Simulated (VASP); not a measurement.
All values below come from revPBE GGA, VASP's PBE PAW potentials (set 64) (plane waves; VASP).

Input for VASP

**POSCAR**
```
PbS
1
    0.0000000000     3.0286629716     3.0286629716
    3.0286629716     0.0000000000     3.0286629716
    3.0286629716     3.0286629716     0.0000000000
Pb S
1 1
Direct
  0.0000000000   0.0000000000   0.0000000000
  0.5000000000   0.5000000000   0.5000000000
```

INCAR:
```
SYSTEM = PbS
PREC = Accurate; ENCUT = 520; LREAL = F
LASPH = T
EDIFF = 1E-6; NELM = 100; ALGO = Normal
LMAXMIX = 4
ISMEAR = 0; SIGMA = 0.05
GGA = RE
IBRION = 2; NSW = 60; ISIF = 3
EDIFFG = -0.01
LWAVE = F; LCHARG = F
```

KPOINTS:
```
Automatic mesh
0
Gamma
7 7 7
0 0 0
```

POTCAR, in this order: Pb_d S (PBE.64 set). Program: vasp_std.

Problem. Estimate the energy per atom (σ→0).

Solution. 
* **energy per atom (σ→0)**: -4.093 eV/atom

OSZICAR:
```
...
DAV:   7    -0.817797601025E+01   -0.50326E-02   -0.17030E-01   596   0.233E+00    0.201E+00
DAV:   8    -0.818577521084E+01   -0.77992E-02   -0.22930E-02   596   0.186E+00    0.391E-01
DAV:   9    -0.818520175529E+01    0.57346E-03   -0.44821E-03   866   0.669E-01    0.111E-01
DAV:  10    -0.818566595466E+01   -0.46420E-03   -0.78282E-04   572   0.175E-01    0.860E-02
DAV:  11    -0.818569229579E+01   -0.26341E-04   -0.14861E-04   674   0.140E-01    0.210E-02
DAV:  12    -0.818569641674E+01   -0.41209E-05   -0.11658E-05   662   0.298E-02    0.508E-03
DAV:  13    -0.818569662133E+01   -0.20460E-06   -0.40192E-07   490   0.865E-03
   1 F= -.81856966E+01 E0= -.81856966E+01  d E =-.818570E+01
```

The compound is PbS in the rock salt structure. It was relaxed first, which changed the volume by +6 %. The start is the result of an earlier pass.
